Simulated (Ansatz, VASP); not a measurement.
# Ge (Germanium): VASP beside Ansatz

Wanted: the spread between two codes on one cell, functional and k mesh. The cell is taken from a series of runs on this material, whose earlier steps may have relaxed, scaled, displaced or heated it; both programs get it as it stands.

Main program and level: Ansatz 0.2.0; plane waves, with VASP 6.6.1 beside it; LDA.

## 1. The structure

The structure is trigonal, space group R-3m (No. 166). Conventional cell: a = 3.895 Å, b = 3.895 Å, c = 9.812 Å, α = 90.00°, β = 90.00°, γ = 120.00°. Ge has 4 Ge at 2.40 to 2.43 Å nearest.

## 2. VASP: zone-centre phonons, LDA

Second derivatives magnify differences that forces hide, and they need a tight electronic threshold.

Lines of VASP's logs that name or quote its potential files are left out, and so is its time.

Input file INCAR:

```
SYSTEM = Ge
PREC = Accurate
ENCUT = 500
EDIFF = 1E-08
NELM = 120
ISMEAR = 0
SIGMA = 0.015
LREAL = .FALSE.
ALGO = Normal
GGA = PW92
NBANDS = 20
LORBIT = 11
LWAVE = .FALSE.
LCHARG = .FALSE.
ISIF = 2
ISYM = 2
IBRION = 8
LASPH = .TRUE.
GGA_COMPAT = .FALSE.
EFERMI = MIDGAP
KPAR = 2
```

Input file POSCAR:

```
Ge
1.0
    0.0519397384      2.8064675573      2.8064675573
    2.8064675573      0.0519397384      2.8064675573
    2.8064675573      2.8064675573      0.0519397384
Ge
2
Direct
    0.5012409360      0.5012409360      0.5012409360
    0.7487590640      0.7487590640      0.7487590640
```

Input file KPOINTS:

```
Points of the shifted mesh
1728
Reciprocal
 0.0416666667  0.0416666667  0.0416666667 1
 0.0416666667  0.0416666667  0.1250000000 1
 0.0416666667  0.0416666667  0.2083333333 1
 0.0416666667  0.0416666667  0.2916666667 1
 0.0416666667  0.0416666667  0.3750000000 1
 0.0416666667  0.0416666667  0.4583333333 1
 0.0416666667  0.0416666667  0.5416666667 1
 0.0416666667  0.0416666667  0.6250000000 1
 0.0416666667  0.0416666667  0.7083333333 1
 0.0416666667  0.0416666667  0.7916666667 1
 0.0416666667  0.0416666667  0.8750000000 1
 0.0416666667  0.0416666667  0.9583333333 1
 0.0416666667  0.1250000000  0.0416666667 1
 0.0416666667  0.1250000000  0.1250000000 1
 0.0416666667  0.1250000000  0.2083333333 1
 0.0416666667  0.1250000000  0.2916666667 1
 0.0416666667  0.1250000000  0.3750000000 1
 0.0416666667  0.1250000000  0.4583333333 1
 0.0416666667  0.1250000000  0.5416666667 1
 0.0416666667  0.1250000000  0.6250000000 1
 0.0416666667  0.1250000000  0.7083333333 1
 0.0416666667  0.1250000000  0.7916666667 1
 0.0416666667  0.1250000000  0.8750000000 1
 0.0416666667  0.1250000000  0.9583333333 1
 0.0416666667  0.2083333333  0.0416666667 1
 0.0416666667  0.2083333333  0.1250000000 1
 0.0416666667  0.2083333333  0.2083333333 1
 0.0416666667  0.2083333333  0.2916666667 1
 0.0416666667  0.2083333333  0.3750000000 1
 0.0416666667  0.2083333333  0.4583333333 1
 0.0416666667  0.2083333333  0.5416666667 1
 0.0416666667  0.2083333333  0.6250000000 1
 0.0416666667  0.2083333333  0.7083333333 1
 0.0416666667  0.2083333333  0.7916666667 1
 0.0416666667  0.2083333333  0.8750000000 1
 0.0416666667  0.2083333333  0.9583333333 1
 0.0416666667  0.2916666667  0.0416666667 1
 0.0416666667  0.2916666667  0.1250000000 1
 0.0416666667  0.2916666667  0.2083333333 1
 0.0416666667  0.2916666667  0.2916666667 1
 0.0416666667  0.2916666667  0.3750000000 1
 0.0416666667  0.2916666667  0.4583333333 1
 0.0416666667  0.2916666667  0.5416666667 1
 0.0416666667  0.2916666667  0.6250000000 1
 0.0416666667  0.2916666667  0.7083333333 1
 0.0416666667  0.2916666667  0.7916666667 1
 0.0416666667  0.2916666667  0.8750000000 1
 0.0416666667  0.2916666667  0.9583333333 1
 0.0416666667  0.3750000000  0.0416666667 1
 0.0416666667  0.3750000000  0.1250000000 1
 0.0416666667  0.3750000000  0.2083333333 1
 0.0416666667  0.3750000000  0.2916666667 1
 0.0416666667  0.3750000000  0.3750000000 1
 0.0416666667  0.3750000000  0.4583333333 1
 0.0416666667  0.3750000000  0.5416666667 1
 0.0416666667  0.3750000000  0.6250000000 1
 0.0416666667  0.3750000000  0.7083333333 1
 0.0416666667  0.3750000000  0.7916666667 1
 0.0416666667  0.3750000000  0.8750000000 1
 0.0416666667  0.3750000000  0.9583333333 1
 0.0416666667  0.4583333333  0.0416666667 1
 0.0416666667  0.4583333333  0.1250000000 1
 0.0416666667  0.4583333333  0.2083333333 1
 0.0416666667  0.4583333333  0.2916666667 1
 0.0416666667  0.4583333333  0.3750000000 1
 0.0416666667  0.4583333333  0.4583333333 1
 0.0416666667  0.4583333333  0.5416666667 1
 0.0416666667  0.4583333333  0.6250000000 1
 0.0416666667  0.4583333333  0.7083333333 1
 0.0416666667  0.4583333333  0.7916666667 1
 0.0416666667  0.4583333333  0.8750000000 1
 0.0416666667  0.4583333333  0.9583333333 1
 0.0416666667  0.5416666667  0.0416666667 1
 0.0416666667  0.5416666667  0.1250000000 1
 0.0416666667  0.5416666667  0.2083333333 1
 0.0416666667  0.5416666667  0.2916666667 1
 0.0416666667  0.5416666667  0.3750000000 1
 0.0416666667  0.5416666667  0.4583333333 1
 0.0416666667  0.5416666667  0.5416666667 1
 0.0416666667  0.5416666667  0.6250000000 1
 0.0416666667  0.5416666667  0.7083333333 1
 0.0416666667  0.5416666667  0.7916666667 1
 0.0416666667  0.5416666667  0.8750000000 1
 0.0416666667  0.5416666667  0.9583333333 1
 0.0416666667  0.6250000000  0.0416666667 1
 0.0416666667  0.6250000000  0.1250000000 1
 0.0416666667  0.6250000000  0.2083333333 1
 0.0416666667  0.6250000000  0.2916666667 1
 0.0416666667  0.6250000000  0.3750000000 1
 0.0416666667  0.6250000000  0.4583333333 1
 0.0416666667  0.6250000000  0.5416666667 1
 0.0416666667  0.6250000000  0.6250000000 1
 0.0416666667  0.6250000000  0.7083333333 1
 0.0416666667  0.6250000000  0.7916666667 1
 0.0416666667  0.6250000000  0.8750000000 1
 0.0416666667  0.6250000000  0.9583333333 1
 0.0416666667  0.7083333333  0.0416666667 1
 0.0416666667  0.7083333333  0.1250000000 1
 0.0416666667  0.7083333333  0.2083333333 1
 0.0416666667  0.7083333333  0.2916666667 1
 0.0416666667  0.7083333333  0.3750000000 1
 0.0416666667  0.7083333333  0.4583333333 1
 0.0416666667  0.7083333333  0.5416666667 1
 0.0416666667  0.7083333333  0.6250000000 1
 0.0416666667  0.7083333333  0.7083333333 1
 0.0416666667  0.7083333333  0.7916666667 1
 0.0416666667  0.7083333333  0.8750000000 1
 0.0416666667  0.7083333333  0.9583333333 1
 0.0416666667  0.7916666667  0.0416666667 1
 0.0416666667  0.7916666667  0.1250000000 1
 0.0416666667  0.7916666667  0.2083333333 1
 0.0416666667  0.7916666667  0.2916666667 1
[... 1390 lines left out ...]
 0.8750000000  0.4583333333  0.1250000000 1
 0.8750000000  0.4583333333  0.2083333333 1
 0.8750000000  0.4583333333  0.2916666667 1
 0.8750000000  0.4583333333  0.3750000000 1
 0.8750000000  0.4583333333  0.4583333333 1
 0.8750000000  0.4583333333  0.5416666667 1
 0.8750000000  0.4583333333  0.6250000000 1
 0.8750000000  0.4583333333  0.7083333333 1
 0.8750000000  0.4583333333  0.7916666667 1
 0.8750000000  0.4583333333  0.8750000000 1
 0.8750000000  0.4583333333  0.9583333333 1
 0.8750000000  0.5416666667  0.0416666667 1
 0.8750000000  0.5416666667  0.1250000000 1
 0.8750000000  0.5416666667  0.2083333333 1
 0.8750000000  0.5416666667  0.2916666667 1
 0.8750000000  0.5416666667  0.3750000000 1
 0.8750000000  0.5416666667  0.4583333333 1
 0.8750000000  0.5416666667  0.5416666667 1
 0.8750000000  0.5416666667  0.6250000000 1
 0.8750000000  0.5416666667  0.7083333333 1
 0.8750000000  0.5416666667  0.7916666667 1
 0.8750000000  0.5416666667  0.8750000000 1
 0.8750000000  0.5416666667  0.9583333333 1
 0.8750000000  0.6250000000  0.0416666667 1
 0.8750000000  0.6250000000  0.1250000000 1
 0.8750000000  0.6250000000  0.2083333333 1
 0.8750000000  0.6250000000  0.2916666667 1
 0.8750000000  0.6250000000  0.3750000000 1
 0.8750000000  0.6250000000  0.4583333333 1
 0.8750000000  0.6250000000  0.5416666667 1
 0.8750000000  0.6250000000  0.6250000000 1
 0.8750000000  0.6250000000  0.7083333333 1
 0.8750000000  0.6250000000  0.7916666667 1
 0.8750000000  0.6250000000  0.8750000000 1
 0.8750000000  0.6250000000  0.9583333333 1
 0.8750000000  0.7083333333  0.0416666667 1
 0.8750000000  0.7083333333  0.1250000000 1
 0.8750000000  0.7083333333  0.2083333333 1
 0.8750000000  0.7083333333  0.2916666667 1
 0.8750000000  0.7083333333  0.3750000000 1
 0.8750000000  0.7083333333  0.4583333333 1
 0.8750000000  0.7083333333  0.5416666667 1
 0.8750000000  0.7083333333  0.6250000000 1
 0.8750000000  0.7083333333  0.7083333333 1
 0.8750000000  0.7083333333  0.7916666667 1
 0.8750000000  0.7083333333  0.8750000000 1
 0.8750000000  0.7083333333  0.9583333333 1
 0.8750000000  0.7916666667  0.0416666667 1
 0.8750000000  0.7916666667  0.1250000000 1
 0.8750000000  0.7916666667  0.2083333333 1
 0.8750000000  0.7916666667  0.2916666667 1
 0.8750000000  0.7916666667  0.3750000000 1
 0.8750000000  0.7916666667  0.4583333333 1
 0.8750000000  0.7916666667  0.5416666667 1
 0.8750000000  0.7916666667  0.6250000000 1
 0.8750000000  0.7916666667  0.7083333333 1
 0.8750000000  0.7916666667  0.7916666667 1
 0.8750000000  0.7916666667  0.8750000000 1
 0.8750000000  0.7916666667  0.9583333333 1
 0.8750000000  0.8750000000  0.0416666667 1
 0.8750000000  0.8750000000  0.1250000000 1
 0.8750000000  0.8750000000  0.2083333333 1
 0.8750000000  0.8750000000  0.2916666667 1
 0.8750000000  0.8750000000  0.3750000000 1
 0.8750000000  0.8750000000  0.4583333333 1
 0.8750000000  0.8750000000  0.5416666667 1
 0.8750000000  0.8750000000  0.6250000000 1
 0.8750000000  0.8750000000  0.7083333333 1
 0.8750000000  0.8750000000  0.7916666667 1
 0.8750000000  0.8750000000  0.8750000000 1
 0.8750000000  0.8750000000  0.9583333333 1
 0.8750000000  0.9583333333  0.0416666667 1
 0.8750000000  0.9583333333  0.1250000000 1
 0.8750000000  0.9583333333  0.2083333333 1
 0.8750000000  0.9583333333  0.2916666667 1
 0.8750000000  0.9583333333  0.3750000000 1
 0.8750000000  0.9583333333  0.4583333333 1
 0.8750000000  0.9583333333  0.5416666667 1
 0.8750000000  0.9583333333  0.6250000000 1
 0.8750000000  0.9583333333  0.7083333333 1
 0.8750000000  0.9583333333  0.7916666667 1
 0.8750000000  0.9583333333  0.8750000000 1
 0.8750000000  0.9583333333  0.9583333333 1
 0.9583333333  0.0416666667  0.0416666667 1
 0.9583333333  0.0416666667  0.1250000000 1
 0.9583333333  0.0416666667  0.2083333333 1
 0.9583333333  0.0416666667  0.2916666667 1
 0.9583333333  0.0416666667  0.3750000000 1
 0.9583333333  0.0416666667  0.4583333333 1
 0.9583333333  0.0416666667  0.5416666667 1
 0.9583333333  0.0416666667  0.6250000000 1
 0.9583333333  0.0416666667  0.7083333333 1
 0.9583333333  0.0416666667  0.7916666667 1
 0.9583333333  0.0416666667  0.8750000000 1
 0.9583333333  0.0416666667  0.9583333333 1
 0.9583333333  0.1250000000  0.0416666667 1
 0.9583333333  0.1250000000  0.1250000000 1
 0.9583333333  0.1250000000  0.2083333333 1
 0.9583333333  0.1250000000  0.2916666667 1
 0.9583333333  0.1250000000  0.3750000000 1
 0.9583333333  0.1250000000  0.4583333333 1
 0.9583333333  0.1250000000  0.5416666667 1
 0.9583333333  0.1250000000  0.6250000000 1
 0.9583333333  0.1250000000  0.7083333333 1
 0.9583333333  0.1250000000  0.7916666667 1
 0.9583333333  0.1250000000  0.8750000000 1
 0.9583333333  0.1250000000  0.9583333333 1
 0.9583333333  0.2083333333  0.0416666667 1
 0.9583333333  0.2083333333  0.1250000000 1
 0.9583333333  0.2083333333  0.2083333333 1
 0.9583333333  0.2083333333  0.2916666667 1
 0.9583333333  0.2083333333  0.3750000000 1
 0.9583333333  0.2083333333  0.4583333333 1
 0.9583333333  0.2083333333  0.5416666667 1
 0.9583333333  0.2083333333  0.6250000000 1
 0.9583333333  0.2083333333  0.7083333333 1
 0.9583333333  0.2083333333  0.7916666667 1
 0.9583333333  0.2083333333  0.8750000000 1
 0.9583333333  0.2083333333  0.9583333333 1
 0.9583333333  0.2916666667  0.0416666667 1
 0.9583333333  0.2916666667  0.1250000000 1
 0.9583333333  0.2916666667  0.2083333333 1
 0.9583333333  0.2916666667  0.2916666667 1
 0.9583333333  0.2916666667  0.3750000000 1
 0.9583333333  0.2916666667  0.4583333333 1
 0.9583333333  0.2916666667  0.5416666667 1
 0.9583333333  0.2916666667  0.6250000000 1
 0.9583333333  0.2916666667  0.7083333333 1
 0.9583333333  0.2916666667  0.7916666667 1
 0.9583333333  0.2916666667  0.8750000000 1
 0.9583333333  0.2916666667  0.9583333333 1
 0.9583333333  0.3750000000  0.0416666667 1
 0.9583333333  0.3750000000  0.1250000000 1
 0.9583333333  0.3750000000  0.2083333333 1
 0.9583333333  0.3750000000  0.2916666667 1
 0.9583333333  0.3750000000  0.3750000000 1
 0.9583333333  0.3750000000  0.4583333333 1
 0.9583333333  0.3750000000  0.5416666667 1
 0.9583333333  0.3750000000  0.6250000000 1
 0.9583333333  0.3750000000  0.7083333333 1
 0.9583333333  0.3750000000  0.7916666667 1
 0.9583333333  0.3750000000  0.8750000000 1
 0.9583333333  0.3750000000  0.9583333333 1
 0.9583333333  0.4583333333  0.0416666667 1
 0.9583333333  0.4583333333  0.1250000000 1
 0.9583333333  0.4583333333  0.2083333333 1
 0.9583333333  0.4583333333  0.2916666667 1
 0.9583333333  0.4583333333  0.3750000000 1
 0.9583333333  0.4583333333  0.4583333333 1
 0.9583333333  0.4583333333  0.5416666667 1
 0.9583333333  0.4583333333  0.6250000000 1
 0.9583333333  0.4583333333  0.7083333333 1
 0.9583333333  0.4583333333  0.7916666667 1
 0.9583333333  0.4583333333  0.8750000000 1
 0.9583333333  0.4583333333  0.9583333333 1
 0.9583333333  0.5416666667  0.0416666667 1
 0.9583333333  0.5416666667  0.1250000000 1
 0.9583333333  0.5416666667  0.2083333333 1
 0.9583333333  0.5416666667  0.2916666667 1
 0.9583333333  0.5416666667  0.3750000000 1
 0.9583333333  0.5416666667  0.4583333333 1
 0.9583333333  0.5416666667  0.5416666667 1
 0.9583333333  0.5416666667  0.6250000000 1
 0.9583333333  0.5416666667  0.7083333333 1
 0.9583333333  0.5416666667  0.7916666667 1
 0.9583333333  0.5416666667  0.8750000000 1
 0.9583333333  0.5416666667  0.9583333333 1
 0.9583333333  0.6250000000  0.0416666667 1
 0.9583333333  0.6250000000  0.1250000000 1
 0.9583333333  0.6250000000  0.2083333333 1
 0.9583333333  0.6250000000  0.2916666667 1
 0.9583333333  0.6250000000  0.3750000000 1
 0.9583333333  0.6250000000  0.4583333333 1
 0.9583333333  0.6250000000  0.5416666667 1
 0.9583333333  0.6250000000  0.6250000000 1
 0.9583333333  0.6250000000  0.7083333333 1
 0.9583333333  0.6250000000  0.7916666667 1
 0.9583333333  0.6250000000  0.8750000000 1
 0.9583333333  0.6250000000  0.9583333333 1
 0.9583333333  0.7083333333  0.0416666667 1
 0.9583333333  0.7083333333  0.1250000000 1
 0.9583333333  0.7083333333  0.2083333333 1
 0.9583333333  0.7083333333  0.2916666667 1
 0.9583333333  0.7083333333  0.3750000000 1
 0.9583333333  0.7083333333  0.4583333333 1
 0.9583333333  0.7083333333  0.5416666667 1
 0.9583333333  0.7083333333  0.6250000000 1
 0.9583333333  0.7083333333  0.7083333333 1
 0.9583333333  0.7083333333  0.7916666667 1
 0.9583333333  0.7083333333  0.8750000000 1
 0.9583333333  0.7083333333  0.9583333333 1
 0.9583333333  0.7916666667  0.0416666667 1
 0.9583333333  0.7916666667  0.1250000000 1
 0.9583333333  0.7916666667  0.2083333333 1
 0.9583333333  0.7916666667  0.2916666667 1
 0.9583333333  0.7916666667  0.3750000000 1
 0.9583333333  0.7916666667  0.4583333333 1
 0.9583333333  0.7916666667  0.5416666667 1
 0.9583333333  0.7916666667  0.6250000000 1
 0.9583333333  0.7916666667  0.7083333333 1
 0.9583333333  0.7916666667  0.7916666667 1
 0.9583333333  0.7916666667  0.8750000000 1
 0.9583333333  0.7916666667  0.9583333333 1
 0.9583333333  0.8750000000  0.0416666667 1
 0.9583333333  0.8750000000  0.1250000000 1
 0.9583333333  0.8750000000  0.2083333333 1
 0.9583333333  0.8750000000  0.2916666667 1
 0.9583333333  0.8750000000  0.3750000000 1
 0.9583333333  0.8750000000  0.4583333333 1
 0.9583333333  0.8750000000  0.5416666667 1
 0.9583333333  0.8750000000  0.6250000000 1
 0.9583333333  0.8750000000  0.7083333333 1
 0.9583333333  0.8750000000  0.7916666667 1
 0.9583333333  0.8750000000  0.8750000000 1
 0.9583333333  0.8750000000  0.9583333333 1
 0.9583333333  0.9583333333  0.0416666667 1
 0.9583333333  0.9583333333  0.1250000000 1
 0.9583333333  0.9583333333  0.2083333333 1
 0.9583333333  0.9583333333  0.2916666667 1
 0.9583333333  0.9583333333  0.3750000000 1
 0.9583333333  0.9583333333  0.4583333333 1
 0.9583333333  0.9583333333  0.5416666667 1
 0.9583333333  0.9583333333  0.6250000000 1
 0.9583333333  0.9583333333  0.7083333333 1
 0.9583333333  0.9583333333  0.7916666667 1
 0.9583333333  0.9583333333  0.8750000000 1
 0.9583333333  0.9583333333  0.9583333333 1
```

Potentials, in the order of the species: Ge_d (LDA family, release 64).

Launch:

```
> mpirun -np 2 vasp_std
```

Numbers of over 12 decimals in the logs are rounded to 6 here.

Log:

```text
[banner, memory and clock lines left out]
running    2 mpi-ranks, on    1 nodes
 distrk:  each k-point on    1 cores,    2 groups
 distr:  one band on    1 cores,    1 groups

 POSCAR found type information on POSCAR Ge
 POSCAR found :  1 types and       2 ions
|                                                                             |
|               ----> ADVICE to this user running VASP <----                  |
|                                                                             |
|     You enforced a specific xc type in the INCAR file but a different       |
|     [... a line on the potential file left out ...]
|     I HOPE YOU KNOW WHAT YOU ARE DOING!                                     |
|                                                                             |

 LDA part: xc-table for (Slater(with rela. corr.)+PW92), standard interpolation
 POSCAR, INCAR and KPOINTS ok, starting setup
 FFT: planning ... GRIDC
 FFT: planning ... GRID_SOFT
 FFT: planning ... GRID
 WAVECAR not read
 entering main loop
       N       E                     dE             d eps       ncg     rms          rms(c)
DAV:   1     0.182321662370E+03    0.18232E+03   -0.14682E+04 74572   0.376E+03
DAV:   2     0.146075545800E+02   -0.16771E+03   -0.16315E+03 69280   0.583E+02
DAV:   3    -0.978917777501E+01   -0.24397E+02   -0.24210E+02 77660   0.143E+02
DAV:   4    -0.105516930988E+02   -0.76252E+00   -0.76200E+00 77936   0.297E+01
DAV:   5    -0.105638331078E+02   -0.12140E-01   -0.12140E-01 77236   0.406E+00    0.352E+00
DAV:   6    -0.104298097055E+02    0.13402E+00   -0.44257E-02 76572   0.165E+00    0.201E+00
DAV:   7    -0.103637163388E+02    0.66093E-01   -0.87555E-02 75472   0.215E+00    0.147E-01
DAV:   8    -0.103644380991E+02   -0.72176E-03   -0.62749E-03 77852   0.843E-01    0.457E-02
DAV:   9    -0.103644580939E+02   -0.19995E-04   -0.12208E-04 81032   0.120E-01    0.176E-02
DAV:  10    -0.103644554952E+02    0.25987E-05   -0.11834E-05 94152   0.474E-02    0.450E-03
DAV:  11    -0.103644552822E+02    0.21305E-06   -0.16773E-06 75524   0.980E-03    0.106E-03
DAV:  12    -0.103644552570E+02    0.25178E-07   -0.14006E-07 93068   0.430E-03    0.603E-04
DAV:  13    -0.103644552554E+02    0.15807E-08   -0.11170E-08 49960   0.143E-03
   1 F= -.10364455E+02 E0= -.10364455E+02  d E =-.570312E-58
 Linear response reoptimize wavefunctions to high precision
DAV:   1    -0.103644552557E+02   -0.30104E-09   -0.21828E-09 58008   0.555E-04
DAV:   2    -0.103644552558E+02   -0.27285E-10   -0.25038E-10 40364   0.193E-04
 Linear response DOF=           1
 Linear response progress:
  Degree of freedom:   1/  1
       N       E                     dE             d eps       ncg     rms          rms(c)
RMM:   1    -0.187886203151E+00   -0.18789E+00    0.87528E+00 83652   0.454E+01
RMM:   2    -0.195475144304E+00   -0.75889E-02   -0.14306E-02111700   0.116E+00    0.789E-02
RMM:   3    -0.195558272980E+00   -0.83129E-04   -0.10063E-03119470   0.327E-01    0.454E-02
RMM:   4    -0.195523358569E+00    0.34914E-04   -0.68628E-05126846   0.836E-02    0.494E-03
RMM:   5    -0.195530373353E+00   -0.70148E-05   -0.41210E-06121738   0.190E-02    0.252E-03
RMM:   6    -0.195540974124E+00   -0.10601E-04   -0.21096E-07124107   0.527E-03    0.347E-04
RMM:   7    -0.195540511199E+00    0.46293E-06   -0.22084E-08127345   0.163E-03    0.196E-04
RMM:   8    -0.195540055524E+00    0.45567E-06   -0.56428E-09128395   0.566E-04    0.400E-05
RMM:   9    -0.195539862683E+00    0.19284E-06    0.62064E-09122290   0.258E-04    0.152E-05
RMM:  10    -0.195539936451E+00   -0.73768E-07   -0.97192E-09129482   0.123E-04    0.630E-06
RMM:  11    -0.195539950271E+00   -0.13821E-07   -0.17072E-08133620   0.691E-05    0.298E-06
RMM:  12    -0.195539975389E+00   -0.25117E-07   -0.66963E-09141335   0.467E-05    0.964E-07
RMM:  13    -0.195539979168E+00   -0.37793E-08   -0.17412E-09171522   0.363E-05    0.382E-07
 first order change of Fermi-energy   0.15110E+01
 force on displaced ion       1 direction 1 : -12.427   0.176   0.176
 Linear response finished
```

(Continued in part 2 of 2.)

[Lines on the potential files, build, host, timing and source positions are cut from VASP's logs without a mark.]

[Logs are printed without paths, hosts, clocks, repeated set-up lines and the standing remarks that a program may print on its own settings, such as how far it seeks lower states.]

[Hosts, paths, dates, database ids (printed as entryN), source tags and the programs' standing remarks are cut or masked in the printed files.]
